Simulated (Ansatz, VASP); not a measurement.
# Al5HRh in VASP and in Ansatz

```xyz
7
Lattice="3.7659 0.0000 0.0000 0.0000 3.7659 0.0000 0.0000 0.0000 6.5617" Properties=species:S:1:pos:R:3 pbc="T T T"
Al    0.0000    0.0000    0.0000
Al    1.8830    0.0000    4.6246
Al    0.0000    1.8830    4.6246
Al    1.8830    0.0000    1.9371
Al    0.0000    1.8830    1.9371
H     0.0000    0.0000    3.2809
Rh    1.8830    1.8830    0.0000
```

Change from the starting cell: species swapped into the SiSnPd5 type (P4/mmm, No. 123).

Alike in both runs: task single point; functional PBE; k mesh 4 × 4 × 4; occupations gaussian, width 0.1 eV; no spin polarisation.

|  | VASP | Ansatz |
| --- | --- | --- |
| version | VASP 6.6.1 | Ansatz 0.2.0 |
| potentials or method | VASP PAW PBE potentials, release 64 (Al, H, Rh_pv) | scalar-relativistic, plane waves, PAW |
| plane-wave cutoff (eV) | 520 | 420 |
| valence electrons in the cell | 31 | 33 |

```csv
,VASP,Ansatz,Ansatz less VASP
gap on the k mesh at the Fermi level (eV),none,none,-
pressure (GPa),6.9,7.0,+0.04
largest component of the traceless stress (GPa),7.47,7.44,-0.030
rms of the force components (eV/Å),0.008,0.009,+0.0008
```

Atom by atom the forces differ by 0.001 eV/Å (rms over components). A gap of «none» marks a metal or a gap that the smearing closes. The two sets of potentials don't hold the same shells in valence.

Caveats: the k mesh is coarse (spacing up to 0.42 Å⁻¹), so the values aren't converged.
